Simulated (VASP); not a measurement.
These are PW91 GGA, VASP's PBE PAW potentials (set 64) (plane waves; VASP) values and carry that method's errors.

VASP ran on this input.

**POSCAR**
```
Ho
1
    1.8368970274    -3.1815990363     0.0000000000
    1.8368970274     3.1815990363     0.0000000000
    0.0000000000     0.0000000000     5.6526605194
Ho
2
Direct
  0.3333330000   0.6666670000   0.2500000000
  0.6666670000   0.3333330000   0.7500000000
```

KPOINTS:
```
Regular mesh
0
gamma
 12 12 7
0 0 0
```

INCAR:
```
ALGO  =  Normal
EDIFF  =  1E-7
EDIFFG  =  -0.01
ENCUT  =  520
GGA  =  91
IBRION  =  2
ISIF  =  4
ISMEAR  =  1
LASPH  =  .TRUE.
LCHARG  =  .FALSE.
LMAXMIX  =  6
LREAL  =  .FALSE.
LWAVE  =  .FALSE.
NELM  =  100
NSW  =  30
PREC  =  Accurate
SIGMA  =  0.1
SYSTEM  =  Ho
```

POTCAR, in this order: Ho_3 (PBE.64 set). Program: vasp_std.

The resulting files:

OSZICAR:
```
       N       E                     dE             d eps       ncg     rms          rms(c)
DAV:   1     0.864828591348E+02    0.86483E+02   -0.81966E+03  2250   0.127E+03
DAV:   2    -0.378627939061E+01   -0.90269E+02   -0.88492E+02  2844   0.551E+02
DAV:   3    -0.878913963415E+01   -0.50029E+01   -0.47971E+01  3328   0.953E+01
DAV:   4    -0.901090209132E+01   -0.22176E+00   -0.20394E+00  3401   0.131E+01
DAV:   5    -0.901998750879E+01   -0.90854E-02   -0.88467E-02  3349   0.254E+00    0.228E+01
DAV:   6    -0.900948471540E+01    0.10503E-01   -0.38384E-02  3339   0.247E+00    0.136E+01
DAV:   7    -0.901655288381E+01   -0.70682E-02   -0.64312E-02  3229   0.332E+00    0.329E-01
DAV:   8    -0.901621662057E+01    0.33626E-03   -0.41540E-03  2931   0.690E-01    0.592E-02
DAV:   9    -0.901624989675E+01   -0.33276E-04   -0.26925E-04  3336   0.193E-01    0.373E-02
DAV:  10    -0.901624451119E+01    0.53856E-05   -0.43950E-05  3334   0.693E-02    0.571E-02
DAV:  11    -0.901624496850E+01   -0.45730E-06   -0.56642E-06  3178   0.220E-02    0.347E-03
DAV:  12    -0.901624519573E+01   -0.22723E-06   -0.44092E-07  2625   0.720E-03    0.132E-03
DAV:  13    -0.901624519660E+01   -0.86970E-09   -0.30764E-08  1773   0.354E-03
   1 F= -.90162452E+01 E0= -.90152300E+01  d E =-.901625E+01
       N       E                     dE             d eps       ncg     rms          rms(c)
DAV:   1    -0.901769456508E+01   -0.14494E-02   -0.51272E-02  2943   0.203E+00    0.158E-01
DAV:   2    -0.901704459719E+01    0.64997E-03   -0.13799E-03  3116   0.476E-01    0.882E-02
DAV:   3    -0.901673410751E+01    0.31049E-03   -0.37020E-04  3526   0.181E-01    0.508E-02
DAV:   4    -0.901673311862E+01    0.98888E-06   -0.56246E-05  3131   0.601E-02    0.207E-02
DAV:   5    -0.901673323430E+01   -0.11567E-06   -0.25894E-06  3618   0.178E-02    0.363E-03
DAV:   6    -0.901673319426E+01    0.40036E-07   -0.10795E-07  1905   0.324E-03
   2 F= -.90167332E+01 E0= -.90157682E+01  d E =-.487998E-03
       N       E                     dE             d eps       ncg     rms          rms(c)
DAV:   1    -0.901762095660E+01   -0.88772E-03   -0.39662E-02  2913   0.179E+00    0.138E-01
DAV:   2    -0.901711482833E+01    0.50613E-03   -0.10676E-03  3099   0.419E-01    0.779E-02
DAV:   3    -0.901687352705E+01    0.24130E-03   -0.28700E-04  3507   0.159E-01    0.453E-02
DAV:   4    -0.901687280467E+01    0.72238E-06   -0.44203E-05  3160   0.535E-02    0.183E-02
DAV:   5    -0.901687290271E+01   -0.98034E-07   -0.19860E-06  3552   0.154E-02    0.341E-03
DAV:   6    -0.901687287102E+01    0.31683E-07   -0.82493E-08  1799   0.296E-03
   3 F= -.90168729E+01 E0= -.90159717E+01  d E =-.627674E-03
```

**OUTCAR**
```
------------------------ aborting loop because EDIFF is reached ----------------------------------------
  FORCE on cell =-STRESS in cart. coord.  units (eV):
  Direction    XX          YY          ZZ          XY          YZ          ZX
  --------------------------------------------------------------------------------------
  Total       -0.9089303     -0.9089304     -0.9078228      0.0000000     -0.0000000      0.0000000
  in kB      -22.0408339    -22.0408346    -22.0139778      0.0000000     -0.0000000      0.0000000
  external PRESSURE =     -22.0318821 kB  Pullay stress =       0.0000000 kB
  volume of cell :       66.07
      direct lattice vectors                 reciprocal lattice vectors
     1.831271993 -3.171856185 -0.000000000     0.273034264 -0.157636403 -0.000000000
     1.831271993  3.171856185  0.000000000     0.273034264  0.157636403 -0.000000000
     0.000000000  0.000000000  5.687439901     0.000000000 -0.000000000  0.175826034
 POSITION                                       TOTAL-FORCE (eV/Angst)
 -----------------------------------------------------------------------------------
      1.83127      1.05729      1.42186         0.000000     -0.000000      0.000000
      1.83127     -1.05729      4.26558        -0.000000      0.000000      0.000000
 -----------------------------------------------------------------------------------
    total drift:                                0.000003      0.000095     -0.000011
  FREE ENERGIE OF THE ION-ELECTRON SYSTEM (eV)
  ---------------------------------------------------
  free  energy   TOTEN  =        -9.0168728710 eV

  energy  without entropy=       -9.0141693345  energy(sigma->0) =       -9.01597169

 reached required accuracy - stopping structural energy minimisation
```
(Selected blocks of OUTCAR.)

CONTCAR:
```
Ho
   1.00000000000000
     1.8312719926107082   -3.1718561851051654   -0.0000000000000000
     1.8312719926107082    3.1718561851051654    0.0000000000000000
     0.0000000000000000    0.0000000000000000    5.6874399013390944
  Ho
     2
Direct
     0.3333330000000032    0.6666669999999968    0.2500000000000000
     0.6666669999999968    0.3333330000000032    0.7500000000000000
```

The 4f electrons are frozen in the core of the lanthanide potential, so 4f levels, which can set the real gap, and their magnetism are missing.

The compound is Ho in the hcp structure. This cell is one point of a volume scan, at 1.06 of the reference volume. Symmetry was kept, so distortions that lower it aren't found.
